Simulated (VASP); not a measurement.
A convergence study with VASP on LiF (rock salt): a few settings are varied, all else stays as given below, so the limit is that of these other settings.

```yaml
crystal:
  lattice:
    - [0.00000, 2.01500, 2.01500]
    - [2.01500, 0.00000, 2.01500]
    - [2.01500, 2.01500, 0.00000]
  atoms:
    - { symbol: Li, position: [0.00000, 0.00000, 0.00000] }
    - { symbol: F, position: [0.50000, 0.50000, 0.50000] }
```

The numbers are results of PBE GGA, VASP's PBE PAW potentials (set 64) (plane waves; VASP), not measurements. The last row used: 700 eV cut-off, 19×19×19 Γ-centred mesh, second-order Methfessel-Paxton smearing of 0.40 eV, potentials Li_sv F.

Gaps are read on the run's mesh, which can miss a band edge.

```
setting                                   E (eV/atom)  pressure (GPa)  gap on the mesh (eV)  irreducible k-points
----------------------------------------  -----------  --------------  --------------------  --------------------
ISMEAR = -1, SIGMA = 0.01, 6×6×6 mesh         -4.8215            1.10                 9.067                    16
ISMEAR = -1, SIGMA = 0.2, 6×6×6 mesh          -4.8215            1.10                 9.067                    16
ISMEAR = 0, SIGMA = 0.01, 6×6×6 mesh          -4.8215            1.10                 9.067                    16
ISMEAR = 0, SIGMA = 0.2, 6×6×6 mesh           -4.8215            1.10                 9.067                    16
ISMEAR = 1, SIGMA = 0.01, 6×6×6 mesh          -4.8215            1.10                 9.067                    16
ISMEAR = 1, SIGMA = 0.2, 6×6×6 mesh           -4.8211            1.06                 9.068                    16
ISMEAR = 2, SIGMA = 0.01, 6×6×6 mesh          -4.8215            1.10                 9.067                    16
ISMEAR = 2, SIGMA = 0.2, 6×6×6 mesh           -4.8212            1.08                 9.067                    16
ISMEAR = -1, SIGMA = 0.05, 13×13×13 mesh      -4.8215            1.10                 9.066                    84
ISMEAR = -1, SIGMA = 0.2, 13×13×13 mesh       -4.8215            1.10                 9.066                    84
ISMEAR = 0, SIGMA = 0.05, 13×13×13 mesh       -4.8215            1.10                 9.066                    84
ISMEAR = 0, SIGMA = 0.2, 13×13×13 mesh        -4.8215            1.10                 9.066                    84
ISMEAR = 1, SIGMA = 0.05, 13×13×13 mesh       -4.8215            1.10                 9.066                    84
ISMEAR = 1, SIGMA = 0.2, 13×13×13 mesh        -4.8213            1.04                 9.067                    84
ISMEAR = 2, SIGMA = 0.05, 13×13×13 mesh       -4.8215            1.10                 9.066                    84
ISMEAR = 2, SIGMA = 0.2, 13×13×13 mesh        -4.8214            1.07                 9.067                    84
ISMEAR = -1, SIGMA = 0.05, 19×19×19 mesh      -4.8216            1.10                 9.066                   220
ISMEAR = -1, SIGMA = 0.4, 19×19×19 mesh       -4.8215            1.10                 9.066                   220
ISMEAR = 0, SIGMA = 0.05, 19×19×19 mesh       -4.8216            1.10                 9.066                   220
ISMEAR = 0, SIGMA = 0.4, 19×19×19 mesh        -4.8216            1.10                 9.066                   220
ISMEAR = 1, SIGMA = 0.05, 19×19×19 mesh       -4.8215            1.09                 9.066                   220
ISMEAR = 1, SIGMA = 0.4, 19×19×19 mesh        -4.8198            0.87                 9.070                   220
ISMEAR = 2, SIGMA = 0.05, 19×19×19 mesh       -4.8216            1.10                 9.066                   220
ISMEAR = 2, SIGMA = 0.4, 19×19×19 mesh        -4.8204            0.95                 9.068                   220
```

Left out are rungs that failed or repeat a setting and relaxations that didn't move; long series are thinned to 24 rows.

The compound is LiF in the rock salt structure. The cell was not relaxed at this level.
